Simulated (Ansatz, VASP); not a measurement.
# Ba4Sr3Li4Zr2Si34O81 (glassy 76SiO2-9BaO-7SrO-4Li2O-4ZrO2 (mol %)): VASP beside Ansatz

Wanted: the spread between two codes on one cell, functional and k mesh. Of the first pair: The structure shown is the start of the Ansatz relaxation below; VASP solves that cell, so the two are compared at the walk's first step.

Calculated with Ansatz 0.2.0; plane waves, with VASP 6.6.1 beside it; single point at PBE.

### 1. Starting point

The cell holds 128 atoms: 34 Si, 4 Ba, 3 Sr, 4 Li, 2 Zr and 81 O. Cell: a = 12.093 Å, b = 12.093 Å, c = 12.093 Å, α = 90.0°, β = 90.0°, γ = 90.0°. As first built, before any earlier steps moved the atoms (in the runner's words): 128 atoms (34 Si, 4 Ba, 3 Sr, 4 Li, 2 Zr, 81 O) placed at random at 2.87 g/cm^3, melted at 4000 K for 10 ps at fixed volume with the Morse and Coulomb pair potential with partial charges (Pedone, Malavasi, Menziani, Cormack and Segre, J. Phys. Chem. B 110, 11780 (2006)). Quenched from 4000 K to 300 K at 100 K/ps and fixed volume, held 10 ps at zero pressure, then minimised at fixed cell.

### 2. Ansatz: relaxation, PBE

Ansatz runs on its default PAW (the set named soft_2) files.

The two programs are compared at the cell with which this relaxation starts, whose forces are those of its first step.

File input.yaml:

```yaml
crystal:
  lattice:
    - [12.09259, 0.0, 0.0]
    - [0.0, 12.09259, 0.0]
    - [0.0, 0.0, 12.09259]
  atoms:
    - { symbol: Si, position: [0.48329, 0.95339, 0.30682] }
    - { symbol: Si, position: [0.43926, 0.01319, 0.94553] }
    - { symbol: Si, position: [0.91924, 0.422, 0.61458] }
    - { symbol: Si, position: [0.43566, 0.81399, 0.78712] }
    - { symbol: Si, position: [0.28617, 0.14475, 0.78245] }
    - { symbol: Si, position: [0.11354, 0.6067, 0.00626] }
    - { symbol: Si, position: [0.4426, 0.5485, 0.84974] }
    - { symbol: Si, position: [0.01278, 0.84206, 0.04381] }
    - { symbol: Si, position: [0.37727, 0.13029, 0.16018] }
    - { symbol: Si, position: [0.34078, 0.50525, 0.07812] }
    - { symbol: Si, position: [0.99597, 0.71996, 0.42137] }
    - { symbol: Si, position: [0.60388, 0.98473, 0.66553] }
    - { symbol: Si, position: [0.38757, 0.45835, 0.3246] }
    - { symbol: Si, position: [0.28525, 0.86037, 0.42432] }
    - { symbol: Si, position: [0.04181, 0.16499, 0.7936] }
    - { symbol: Si, position: [0.75666, 0.78295, 0.07994] }
    - { symbol: Si, position: [0.72129, 0.27571, 0.37964] }
    - { symbol: Si, position: [0.78766, 0.3758, 0.06773] }
    - { symbol: Si, position: [0.99843, 0.91875, 0.78705] }
    - { symbol: Si, position: [0.19677, 0.30001, 0.13326] }
    - { symbol: Si, position: [0.71502, 0.95102, 0.42089] }
    - { symbol: Si, position: [0.67378, 0.02567, 0.04458] }
    - { symbol: Si, position: [0.09533, 0.92287, 0.27753] }
    - { symbol: Si, position: [0.59866, 0.2371, 0.15533] }
    - { symbol: Si, position: [0.07117, 0.23591, 0.53352] }
    - { symbol: Si, position: [0.49067, 0.48173, 0.54382] }
    - { symbol: Si, position: [0.89592, 0.13051, 0.0733] }
    - { symbol: Si, position: [0.72637, 0.51484, 0.48499] }
    - { symbol: Si, position: [0.86885, 0.76428, 0.64829] }
    - { symbol: Si, position: [0.04915, 0.60662, 0.74599] }
[... 92 atom lines left out ...]
    - { symbol: O, position: [0.8459, 0.51644, 0.54645] }
    - { symbol: O, position: [0.82913, 0.33876, 0.65669] }
    - { symbol: O, position: [0.46039, 0.36076, 0.57173] }
    - { symbol: O, position: [0.93452, 0.76286, 0.53264] }
    - { symbol: O, position: [0.97583, 0.05039, 0.78194] }
    - { symbol: O, position: [0.56952, 0.03079, 0.96066] }
kpoints:
  mp_grid: { grid: [1, 1, 1] }
hamiltonian:
  xc: pbe
scf:
  occupations: { method: fixed }
output:
  forces: true
relax:
  f_tol: 0.05
  max_steps: 150
  cell: {}
```

Launch:

```sh
> ansatz run input.yaml --threads 4 --pin off --max-ram 8192MiB --backend cpu --events-out ev --progress --plain --runs-dir out
```

Numbers of over 12 decimals in the logs are rounded to 6 here.

Output:

```text
Engine: ansatz 0.2.0, aarch64-unknown-linux-gnu
Pseudopotentials: kind: paw
Pseudopotential: Si, paw, valence charge 4, recommended cutoff 420 eV (normal), Si.paw.azcp
Pseudopotential: Ba, paw, valence charge 10, recommended cutoff 420 eV (normal), Ba.paw.azcp
Pseudopotential: Sr, paw, valence charge 10, recommended cutoff 420 eV (normal), Sr.paw.azcp
Pseudopotential: Li, paw, valence charge 3, recommended cutoff 420 eV (normal), Li.paw.azcp
Pseudopotential: Zr, paw, valence charge 12, recommended cutoff 420 eV (normal), Zr.paw.azcp
Pseudopotential: O, paw, valence charge 6, recommended cutoff 420 eV (normal), O.paw.azcp
Functional definition: PBE
  parameter kappa = 0.804
  parameter beta = 0.066725
  exchange = pbe_x(kappa = kappa, mu = beta*pi^2/3)
  correlation = pbe_c(beta = beta)
Crystal: 128 atoms, lattice volume = 1768.308 Å³
Basis set: ecut = 420 eV, 34505 PW (Γ), exchange–correlation on 162×162×162 points (8 copies of the dense FFT grid, shifted against one another)
Bands: 492, of which v1, the nominal top of the filled ones, is band 364 counted from 1 (363 counted from 0)
Symmetry: 1 space group operations
Space group: P1 (ITA 1), of the structure as read, at distance tolerance 1.2e-4 Å
k-points: 1
Non-local potential: Si, projectors of the file, l = 0: 2, l = 1: 2, l = 2: 2
Non-local potential: Ba, projectors of the file, l = 0: 3, l = 1: 2, l = 2: 2, l = 3: 2
Non-local potential: Sr, projectors of the file, l = 0: 3, l = 1: 2, l = 2: 2
Non-local potential: Li, projectors of the file, l = 0: 3, l = 1: 2, l = 2: 1
Non-local potential: Zr, projectors of the file, l = 0: 3, l = 1: 2, l = 2: 2, l = 3: 2
Non-local potential: O, projectors of the file, l = 0: 2, l = 1: 2, l = 2: 1
PAW form: soft (Blöchl's): semilocal exchange-correlation on the pseudo side does not see the compensation charge
PAW one-centre angular grid: Si, 110 points (default); XC on 64 Gauss nodes
PAW one-centre angular grid: Ba, 194 points (default); XC on 64 Gauss nodes
PAW one-centre angular grid: Sr, 110 points (default); XC on 64 Gauss nodes
PAW one-centre angular grid: Li, 110 points (default); XC on 64 Gauss nodes
PAW one-centre angular grid: Zr, 590 points (default); XC on 64 Gauss nodes
PAW one-centre angular grid: O, 110 points (default); XC on 64 Gauss nodes
Initial density: superposition of atomic densities (neutral atoms: chi_scale 0, normalization atom), corrected by the library's trained network
Initial wavefunctions: pseudopotential atomic-orbital guess
Functional: x = pbe(κ = 0.804, μ = 0.219515), c = pbe(β = 0.066725)
SCF iter   1: F=—  HF=-111341.131531 eV  |F-HF|=—  |Δ(HF+E_count)|=         —  Δρ=2.37e-3  dr2=1.48e-1  ethr=1.77e-3  ⟨swp⟩=5.0  Hψ=1732  notcnv=0  defer=125
preconditioner: auto → Resta (q_TF=auto, 2.353 Å⁻¹)  ε∞=3.2  [insulator: Δε(μ)=3.509 eV  Ē_g=15.632 eV  n_scr=388 (ndim 8)  ℏωp=23.2 eV  f_vac=0.136  ε∞_Penn≈3.2]
SCF iter   2: F=—  HF=-111341.126249 eV  |F-HF|=—  |Δ(HF+E_count)|=   5.28e-3  Δρ=1.26e-3  dr2=3.38e-2  ethr=2.04e-5  ⟨swp⟩=3.0  Hψ=790  notcnv=0  defer=126
SCF iter   3: F=—  HF=-111341.126472 eV  |F-HF|=—  |Δ(HF+E_count)|=   2.23e-4  Δρ=5.66e-4  dr2=9.85e-3  ethr=4.65e-6  ⟨swp⟩=3.0  Hψ=951  notcnv=0  defer=112
automatic band count: iteration 3 solves 478 bands in place of 492: the levels show a gap, and the empty bands left out lie too high to hold charge; the band table lists the bands solved (type scf.n_extra_bands for more)
SCF iter   4: F=—  HF=-111341.125459 eV  |F-HF|=—  |Δ(HF+E_count)|=   1.01e-3  Δρ=1.85e-4  dr2=8.07e-4  ethr=1.35e-6  ⟨swp⟩=3.0  Hψ=662  notcnv=0  defer=112
SCF iter   5: F=—  HF=-111341.125462 eV  |F-HF|=—  |Δ(HF+E_count)|=   3.30e-6  Δρ=1.09e-4  dr2=1.88e-4  ethr=1.11e-7  ⟨swp⟩=2.0  Hψ=659  notcnv=0  defer=112
SCF iter   6: F=—  HF=-111341.125471 eV  |F-HF|=—  |Δ(HF+E_count)|=   8.88e-6  Δρ=3.28e-5  dr2=1.73e-5  ethr=2.59e-8  ⟨swp⟩=2.0  Hψ=694  notcnv=0  defer=112
SCF iter   7: F=—  HF=-111341.129449 eV  |F-HF|=—  |Δ(HF+E_count)|=   3.98e-3  Δρ=1.31e-5  dr2=2.64e-6  ethr=2.38e-9  ⟨swp⟩=2.0  Hψ=840  notcnv=0  defer=112
SCF iter   8: F=—  HF=-111341.129450 eV  |F-HF|=—  |Δ(HF+E_count)|=   1.58e-6  Δρ=7.98e-6  dr2=9.32e-7  ethr=3.63e-10  ⟨swp⟩=2.0  Hψ=718  notcnv=0  defer=112
SCF iter   9: F=-111341.129450 eV  HF=-111341.129450 eV  |F-HF|=1.41e-8  |Δ(HF+E_count)|=   1.29e-8  Δρ=1.87e-6  dr2=5.71e-8  ethr=1.37e-11  ⟨swp⟩=3.0  Hψ=1567  notcnv=0
SCF 1 converged in 9 iterations: F = -111341.129450 eV  dr2 = 5.71e-8
  greatest PAW one-centre occupation: 1.000 electrons in one spin orbital (limit 2), on the Li atom at site 44 (counted from 0), in its partial waves of l = 0
relax step   1: F+E_penalty+E_count = -111341.12945032 eV  Δ(F+E_penalty+E_count) = +0.000e0 eV  max|allowed force component| = 3.521e0 eV/Å  Δτ_max = 0.0000 Å  P = +4.986 GPa  Ω = 1768.308 Å³  (9 SCF iters, dr2 threshold 1.00e-7 eV, accepted)
[...]
- { symbol: Si, position: [0.673304, 0.032456, 0.050060] }
    - { symbol: Si, position: [0.084913, 0.920300, 0.283505] }
    - { symbol: Si, position: [0.609208, 0.237002, 0.144793] }
    - { symbol: Si, position: [0.058806, 0.234459, 0.523063] }
    - { symbol: Si, position: [0.484133, 0.475174, 0.513645] }
    - { symbol: Si, position: [0.898860, 0.120287, 0.079678] }
    - { symbol: Si, position: [0.726656, 0.502285, 0.477171] }
    - { symbol: Si, position: [0.874938, 0.753082, 0.664284] }
    - { symbol: Si, position: [0.041123, 0.581658, 0.743697] }
    - { symbol: Si, position: [0.913105, 0.106786, 0.333999] }
    - { symbol: Si, position: [0.763815, 0.718059, 0.345219] }
    - { symbol: Si, position: [0.261463, 0.405155, 0.751522] }
    - { symbol: Si, position: [0.240355, 0.944268, 0.666448] }
    - { symbol: Ba, position: [0.563237, 0.733926, 0.570748] }
    - { symbol: Ba, position: [0.981443, 0.449002, 0.278698] }
    - { symbol: Ba, position: [0.746704, 0.596095, 0.864944] }
    - { symbol: Ba, position: [0.594921, 0.293997, 0.716454] }
    - { symbol: Sr, position: [0.516565, 0.690328, 0.150363] }
    - { symbol: Sr, position: [0.829203, 0.132500, 0.594269] }
    - { symbol: Sr, position: [0.486294, 0.189110, 0.440994] }
    - { symbol: Li, position: [0.288166, 0.342792, 0.527179] }
    - { symbol: Li, position: [0.138061, 0.118935, 0.015787] }
    - { symbol: Li, position: [0.816952, 0.067237, 0.849303] }
    - { symbol: Li, position: [0.224593, 0.263960, 0.337498] }
    - { symbol: Zr, position: [0.019597, 0.371922, 0.925209] }
    - { symbol: Zr, position: [0.230710, 0.589454, 0.524592] }
    - { symbol: O, position: [0.032181, 0.828674, 0.370439] }
    - { symbol: O, position: [0.597105, 0.995214, 0.361006] }
    - { symbol: O, position: [0.674837, 0.955819, 0.561033] }
    - { symbol: O, position: [0.236876, 0.441191, 0.623544] }
    - { symbol: O, position: [0.678019, 0.307359, 0.049160] }
    - { symbol: O, position: [0.278427, 0.743806, 0.467509] }
    - { symbol: O, position: [0.693896, 0.622290, 0.414863] }
    - { symbol: O, position: [0.070703, 0.572004, 0.877945] }
    - { symbol: O, position: [0.269682, 0.498078, 0.393922] }
    - { symbol: O, position: [0.862826, 0.084131, 0.205703] }
    - { symbol: O, position: [0.684787, 0.218998, 0.472846] }
    - { symbol: O, position: [0.424787, 0.891212, 0.911510] }
    - { symbol: O, position: [0.912559, 0.867690, 0.722049] }
    - { symbol: O, position: [0.154631, 0.387273, 0.826356] }
    - { symbol: O, position: [0.168462, 0.137885, 0.842394] }
    - { symbol: O, position: [0.369128, 0.322359, 0.319015] }
    - { symbol: O, position: [0.391392, 0.032237, 0.065904] }
    - { symbol: O, position: [0.976585, 0.463569, 0.717626] }
    - { symbol: O, position: [0.390631, 0.108629, 0.862082] }
    - { symbol: O, position: [0.343543, 0.496984, 0.805828] }
    - { symbol: O, position: [0.138120, 0.626273, 0.665542] }
    - { symbol: O, position: [0.218002, 0.934306, 0.536369] }
    - { symbol: O, position: [0.421736, 0.071528, 0.269954] }
    - { symbol: O, position: [0.025931, 0.864263, 0.923934] }
[...]
- { symbol: O, position: [0.895457, 0.257573, 0.066079] }
    - { symbol: O, position: [0.889899, 0.676941, 0.347849] }
    - { symbol: O, position: [0.839116, 0.510136, 0.551259] }
    - { symbol: O, position: [0.810156, 0.318404, 0.665109] }
    - { symbol: O, position: [0.450202, 0.350461, 0.552267] }
    - { symbol: O, position: [0.932136, 0.752270, 0.544253] }
    - { symbol: O, position: [0.970144, 0.042620, 0.797535] }
    - { symbol: O, position: [0.578900, 0.042411, 0.951651] }
```

### 3. VASP: single point, PBE, start cell, pair 1

The same cell, functional and mesh now go to VASP, with its own data sets.

Lines of VASP's logs that name or quote its potential files are left out, and so is its time.

File INCAR:

```
SYSTEM = Ba4Sr3Li4Zr2Si34O81
PREC = Accurate
ENCUT = 650
EDIFF = 1E-06
NELM = 120
ISMEAR = 0
SIGMA = 0.01
LREAL = Auto
ALGO = Normal
GGA = PE
NBANDS = 464
LASPH = .TRUE.
LORBIT = 11
LWAVE = .FALSE.
LCHARG = .FALSE.
ISIF = 2
GGA_COMPAT = .FALSE.
EFERMI = MIDGAP
NCORE = 4
```

File POSCAR:

```
Ba4Sr3Li4Zr2Si34O81
1.0
   12.0925900000      0.0000000000      0.0000000000
    0.0000000000     12.0925900000      0.0000000000
    0.0000000000      0.0000000000     12.0925900000
Si Ba Sr Li Zr O
34 4 3 4 2 81
Direct
    0.4832876993      0.9533937725      0.3068159923
    0.4392607374      0.0131898956      0.9455294523
    0.9192406259      0.4220022344      0.6145829802
    0.4356634931      0.8139860857      0.7871183923
    0.2861669833      0.1447498013      0.7824461096
    0.1135406063      0.6067021209      0.0062600320
    0.4426016263      0.5485011896      0.8497435206
    0.0127764193      0.8420611300      0.0438119543
    0.3772723627      0.1302863985      0.1601807388
    0.3407789398      0.5052515631      0.0781222220
    0.9959735673      0.7199615632      0.4213737504
    0.6038822122      0.9847270105      0.6655315363
    0.3875679238      0.4583468058      0.3246037449
    0.2852490658      0.8603698629      0.4243177020
    0.0418107287      0.1649936035      0.7936017015
    0.7566617242      0.7829505507      0.0799415179
    0.7212929571      0.2757060315      0.3796374474
    0.7876559116      0.3758003868      0.0677274265
    0.9984296168      0.9187527238      0.7870522361
    0.1967733959      0.3000101715      0.1332634283
    0.7150163861      0.9510204183      0.4208858483
    0.6737762547      0.0256686119      0.0445810203
    0.0953311077      0.9228709482      0.2775335970
    0.5986641406      0.2371038793      0.1553265264
    0.0711675497      0.2359130674      0.5335168066
    0.4906723870      0.4817330282      0.5438206373
    0.8959205596      0.1305096758      0.0733010877
    0.7263704467      0.5148359450      0.4849912219
    0.8688461281      0.7642779587      0.6482895724
    0.0491540687      0.6066194256      0.7459940344
[... 92 atom lines left out ...]
    0.8458981905      0.5164402332      0.5464503469
    0.8291275897      0.3387611752      0.6566914118
    0.4603893790      0.3607581172      0.5717302910
    0.9345227118      0.7628638695      0.5326402367
    0.9758289994      0.0503862283      0.7819416684
    0.5695223273      0.0307874492      0.9606626868
```

File KPOINTS:

```
Automatic mesh
0
Gamma
1 1 1
0 0 0
```

PAW data sets: Si, Ba_sv, Sr_sv, Li_sv, Zr_sv and O (PBE family, release 64).

Launch:

```sh
> mpirun -np 16 vasp_gam
```

Output:

```text
[banner, memory and clock lines left out]
running   16 mpi-ranks, on    1 nodes
[...]
LDA part: xc-table for (Slater+PW92), standard interpolation
 POSCAR, INCAR and KPOINTS ok, starting setup
[...]
entering main loop
       N       E                     dE             d eps       ncg     rms          rms(c)
DAV:   1     0.806600927348E+04    0.80660E+04   -0.48311E+05   928   0.186E+03
DAV:   2    -0.362743564426E+03   -0.84288E+04   -0.81108E+04  1144   0.429E+02
DAV:   3    -0.108787109000E+04   -0.72513E+03   -0.72009E+03  1104   0.132E+02
DAV:   4    -0.111520278545E+04   -0.27332E+02   -0.27219E+02  1264   0.234E+01
[...]
DAV:  18    -0.969174770538E+03    0.11845E-05   -0.30057E-05  1104   0.103E-02    0.128E-02
DAV:  19    -0.969174772573E+03   -0.20355E-05   -0.13239E-05  1064   0.879E-03    0.710E-03
DAV:  20    -0.969174772925E+03   -0.35176E-06   -0.93400E-06  1072   0.588E-03
   1 F= -.96917477E+03 E0= -.96917477E+03  d E =0.000000E+00
```

From OUTCAR (step 3):

```text
  Total       53.2224538     63.6426716     47.4949366     -2.0746998     22.3329770    -12.5442755
  in kB       48.2222523     57.6635000     43.0328302     -1.8797836     20.2348140    -11.3657521
  external PRESSURE =      49.6395275 kB  Pullay stress =       0.0000000 kB

 POSITION                                       TOTAL-FORCE (eV/Angst)
 -----------------------------------------------------------------------------------
[...]
2.91020      7.10780      0.53620         0.529105      1.361765      0.108570
     11.60610      2.97880     10.23890        -1.939432      1.159673      0.980904
      0.40980      0.39260      3.79300        -0.092372      1.114476      0.695955
      4.69340      6.27480      2.45890         0.976351      1.775923     -0.644037
      8.35840      0.56520      8.95340         2.006764      0.999129      1.346849
     10.68530      9.88970      0.86440         0.761156      0.162906      0.222168
      0.87120      8.73350      0.55170         0.086821      1.369663      0.792218
      0.95800      7.53780      5.43200         0.834006     -1.367415     -0.317324
     10.09960      5.19400     11.55140        -0.237701      0.586080     -1.838832
      1.29040      3.38570      0.52010        -1.573020     -0.813773     -2.001320
      6.16720      0.80890      7.64230        -1.507416      1.898010     -0.857947
      8.88200      8.72820      2.39680        -1.007882     -0.694833     -0.465646
      0.05090      4.32960      6.44410         0.809481      0.435284     -1.200093
[...]
-----------------------------------------------------------------------------------
    total drift:                               -0.000890     -0.015998      0.001808

  FREE ENERGIE OF THE ION-ELECTRON SYSTEM (eV)
  ---------------------------------------------------
  free  energy   TOTEN  =      -969.1747729252 eV

  energy  without entropy=     -969.1747729252  energy(sigma->0) =     -969.17477293

[... 3 further parts left out ...]
[key lines of the parts left out:]
E-fermi :   4.2510
```

Harder data sets than Ba_sv exist (the GW ones), and pressures, volumes and forces can shift noticeably with them.

### 4. Differences

Known differences besides the potentials themselves: fixed occupations in Ansatz, narrow Gaussian smearing in VASP; the cutoff is 420 eV in Ansatz and 650 eV in VASP (PREC = Accurate, projectors in real space). Total energies have different zeros and are not compared.

Forces on 9 of the 128 atoms, those with the largest forces and the largest differences (eV/Å; atoms numbered as in POSCAR):

| atom | Ansatz x, y, z | VASP x, y, z |
| --- | --- | --- |
| Si1 | -0.057, -0.966, 0.073 | -0.055, -0.879, 0.133 |
| Si12 | -0.574, 0.216, -0.256 | -0.540, 0.123, -0.260 |
| O95 | 2.773, 0.534, -0.966 | 2.845, 0.534, -0.983 |
| O97 | -1.140, 0.858, 2.773 | -1.080, 0.837, 2.806 |
| O102 | 0.781, 1.776, 2.563 | 0.715, 1.825, 2.585 |
| O112 | 0.090, -2.195, -2.238 | 0.090, -2.253, -2.286 |
| O116 | 2.630, -0.807, -1.476 | 2.716, -0.846, -1.523 |
| O124 | -1.851, -1.681, 1.327 | -1.881, -1.716, 1.342 |
| O125 | -0.252, -3.521, 1.246 | -0.299, -3.556, 1.229 |

The forces differ by 27 meV/Å r.m.s., which is 2.7 % of the r.m.s. force of 0.995 eV/Å (both taken over all components).

### 5. Ansatz: relaxation, PBE

This run makes the geometry at which the two programs are then compared. The cell compared in this pair holds 1800.48 Å³, against 1768.31 Å³ for the pair before.

The structure compared here is the end of the Ansatz relaxation.

input.yaml is that of step 2.

Launch:

```sh
> ansatz run input.yaml --threads 4 --pin off --max-ram 8192MiB --backend cpu --events-out ev --progress --plain --runs-dir out
```

Output:

```text
[...]
Crystal: 128 atoms, lattice volume = 1768.308 Å³
Basis set: ecut = 420 eV, 34505 PW (Γ), exchange–correlation on 162×162×162 points (8 copies of the dense FFT grid, shifted against one another)
Bands: 492, of which v1, the nominal top of the filled ones, is band 364 counted from 1 (363 counted from 0)
Symmetry: 1 space group operations
[...]
k-points: 1
[...]
- { symbol: O, position: [0.597105, 0.995214, 0.361006] }
    - { symbol: O, position: [0.674837, 0.955819, 0.561033] }
    - { symbol: O, position: [0.236876, 0.441191, 0.623544] }
    - { symbol: O, position: [0.678019, 0.307359, 0.049160] }
    - { symbol: O, position: [0.278427, 0.743806, 0.467509] }
    - { symbol: O, position: [0.693896, 0.622290, 0.414863] }
    - { symbol: O, position: [0.070703, 0.572004, 0.877945] }
[...]
- { symbol: O, position: [0.450202, 0.350461, 0.552267] }
    - { symbol: O, position: [0.932136, 0.752270, 0.544253] }
    - { symbol: O, position: [0.970144, 0.042620, 0.797535] }
    - { symbol: O, position: [0.578900, 0.042411, 0.951651] }
```

(Continued in part 2 of 2.)

[Lines on the potential files, build, host, timing and source positions are cut from VASP's logs without a mark.]

[Logs are printed without paths, hosts, clocks, repeated set-up lines and the standing remarks that a program may print on its own settings, such as how far it seeks lower states.]

[Hosts, paths, dates, database ids (printed as entryN), source tags and the programs' standing remarks are cut or masked in the printed files.]
